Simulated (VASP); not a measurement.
Output of a VASP run:

File OSZICAR:
```
       N       E                     dE             d eps       ncg     rms          rms(c)
DAV:   1     0.974299017356E+02    0.97430E+02   -0.75189E+03   754   0.138E+03
DAV:   2    -0.442230317979E+01   -0.10185E+03   -0.95590E+02   754   0.259E+02
DAV:   3    -0.108032866780E+02   -0.63810E+01   -0.62858E+01  1034   0.764E+01
DAV:   4    -0.109811676881E+02   -0.17788E+00   -0.17775E+00   847   0.114E+01
DAV:   5    -0.109880807554E+02   -0.69131E-02   -0.69130E-02  1154   0.243E+00    0.100E+01
DAV:   6    -0.400271939605E+01    0.69854E+01   -0.27294E+01   789   0.133E+02    0.723E+00
DAV:   7    -0.257444240985E+01    0.14283E+01   -0.60994E+00   879   0.947E+01    0.242E+00
DAV:   8    -0.259413112543E+01   -0.19689E-01   -0.92686E-01  1136   0.265E+01    0.140E+00
DAV:   9    -0.258070624567E+01    0.13425E-01   -0.86845E-02  1141   0.678E+00    0.543E-01
DAV:  10    -0.258169358368E+01   -0.98734E-03   -0.13224E-02   993   0.272E+00    0.291E-01
DAV:  11    -0.256670708663E+01    0.14986E-01   -0.13135E-02   754   0.127E+00    0.162E-01
DAV:  12    -0.257948291355E+01   -0.12776E-01   -0.10063E-02   930   0.170E+00    0.768E-02
DAV:  13    -0.257961344923E+01   -0.13054E-03   -0.70066E-04  1126   0.441E-01    0.621E-02
DAV:  14    -0.257942930897E+01    0.18414E-03   -0.13020E-04   942   0.154E-01    0.295E-02
DAV:  15    -0.257969891125E+01   -0.26960E-03   -0.30356E-04   908   0.509E-01    0.298E-02
DAV:  16    -0.257962197425E+01    0.76937E-04   -0.46421E-05  1115   0.146E-01    0.221E-02
DAV:  17    -0.257962355428E+01   -0.15800E-05   -0.12419E-06   997   0.136E-02    0.139E-02
DAV:  18    -0.257962198884E+01    0.15654E-05   -0.22929E-06  1098   0.427E-02    0.618E-03
DAV:  19    -0.257961980054E+01    0.21883E-05   -0.39239E-07   814   0.657E-03    0.322E-03
DAV:  20    -0.257961821934E+01    0.15812E-05   -0.83143E-08   562   0.330E-03    0.445E-04
DAV:  21    -0.257961982883E+01   -0.16095E-05   -0.29213E-08   417   0.306E-03    0.356E-04
DAV:  22    -0.257962000708E+01   -0.17825E-06   -0.65865E-09   417   0.213E-03    0.329E-04
DAV:  23    -0.257962037388E+01   -0.36680E-06   -0.48105E-09   422   0.181E-03    0.104E-04
DAV:  24    -0.257962045981E+01   -0.85928E-07   -0.22282E-09   407   0.640E-04
   1 F= -.25796205E+01 E0= -.25796205E+01  d E =-.189436E-13
```

File OUTCAR:
```
------------------------ aborting loop because EDIFF is reached ----------------------------------------
  FORCE on cell =-STRESS in cart. coord.  units (eV):
  Direction    XX          YY          ZZ          XY          YZ          ZX
  --------------------------------------------------------------------------------------
  Total       -0.4293534     -0.4293534     -0.4293534      0.0000000      0.0000000     -0.0000000
  in kB      -12.6893987    -12.6893987    -12.6893987      0.0000000      0.0000000     -0.0000000
  external PRESSURE =     -12.6893987 kB  Pullay stress =       0.0000000 kB
  volume of cell :       54.21
      direct lattice vectors                 reciprocal lattice vectors
     0.000000000  3.003895525  3.003895525    -0.166450529  0.166450529  0.166450529
     3.003895525  0.000000000  3.003895525     0.166450529 -0.166450529  0.166450529
     3.003895525  3.003895525  0.000000000     0.166450529  0.166450529 -0.166450529
  FREE ENERGIE OF THE ION-ELECTRON SYSTEM (eV)
  ---------------------------------------------------
  free  energy   TOTEN  =        -2.5796204598 eV

  energy  without entropy=       -2.5796204598  energy(sigma->0) =       -2.57962046
```
(Selected blocks of OUTCAR.)

**POSCAR**
```
CuI
1
    0.0000000000     3.0038955249     3.0038955249
    3.0038955249     0.0000000000     3.0038955249
    3.0038955249     3.0038955249     0.0000000000
Cu I
1 1
Direct
  1.0000000000   1.0000000000   1.0000000000
  0.2500000000   0.2500000000   0.2500000000
```

Problem. Reconstruct the remaining input files.

Solution. One answer among several that fit: the input of the run itself, MS2 meta-GGA, plane waves, VASP's PBE PAW potentials (set 64).

**KPOINTS**
```
Automatic mesh
0
Gamma
8 8 8
0 0 0
```

INCAR:
```
# general
SYSTEM =CuI
PREC   =Accurate
ENCUT  =520
LREAL  =.False.
LASPH  =.True.

# electronic loop
EDIFF  =1E-7
NELM   =100
ALGO   =Normal
LMAXMIX=4
LMIXTAU=.True.

# smearing
ISMEAR =0
SIGMA  =0.05

# functional
METAGGA=MS2

# ions
ISIF   =2

# output
LWAVE  =.False.
LCHARG =.False.
```

POTCAR, in this order: Cu I (PBE.64 set). Program: vasp_std.

The compound is CuI in the zinc blende structure. This cell is one point of a volume scan, at 1.03 of the reference volume.
